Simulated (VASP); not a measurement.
All values below come from RPBE GGA, VASP's PBE PAW potentials (set 64) (plane waves; VASP).

VASP input:

INCAR:
```
SYSTEM  =  MgB2
PREC  =  Accurate; ENCUT  =  520; LREAL  =  .FALSE.
LASPH  =  .TRUE.
EDIFF  =  1E-7; NELM  =  100; ALGO  =  Normal
ISMEAR  =  1; SIGMA  =  0.1
GGA  =  RP
IBRION  =  2; NSW  =  30; ISIF  =  4
EDIFFG  =  -0.01
LWAVE  =  .FALSE.; LCHARG  =  .FALSE.
```

KPOINTS:
```
Automatic mesh
0
Gamma
11 11 9
0 0 0
```

### POSCAR
```
MgB2
1
    1.5496971326    -2.6841536678     0.0000000000
    1.5496971326     2.6841536678     0.0000000000
    0.0000000000     0.0000000000     3.5365726290
Mg B
1 2
Direct
  1.0000000000   1.0000000000   0.0000000000
  0.3333330000   0.6666670000   0.5000000000
  0.6666670000   0.3333330000   0.5000000000
```

POTCAR, in this order: Mg B (PBE.64 set). Program: vasp_std.

Q: What does the run give for the energy per atom (σ→0), band gap (on the k-mesh)?

A: 
```json
{
 "energy per atom (σ→0)": "-4.839 eV/atom",
 "band gap (on the k-mesh)": "none (metal, semimetal or under 0.01 eV)"
}
```

### OSZICAR
```
...
DAV:   6    -0.145177122498E+02   -0.16156E-07   -0.36841E-08  1184   0.163E-03
   2 F= -.14517712E+02 E0= -.14517798E+02  d E =-.244905E-02
       N       E                     dE             d eps       ncg     rms          rms(c)
DAV:   1    -0.145177329822E+02   -0.20749E-04   -0.33952E-04  1776   0.142E-01    0.114E-02
DAV:   2    -0.145177258682E+02    0.71140E-05   -0.15540E-05  1768   0.252E-02    0.508E-03
DAV:   3    -0.145177246297E+02    0.12385E-05   -0.55507E-06  1568   0.127E-02    0.117E-03
DAV:   4    -0.145177246496E+02   -0.19889E-07   -0.19805E-07  1296   0.353E-03
   3 F= -.14517725E+02 E0= -.14517814E+02  d E =-.246145E-02
```

The compound is MgB2 in the AlB2 type structure. This run relaxes it. Symmetry was kept, so distortions that lower it aren't found.
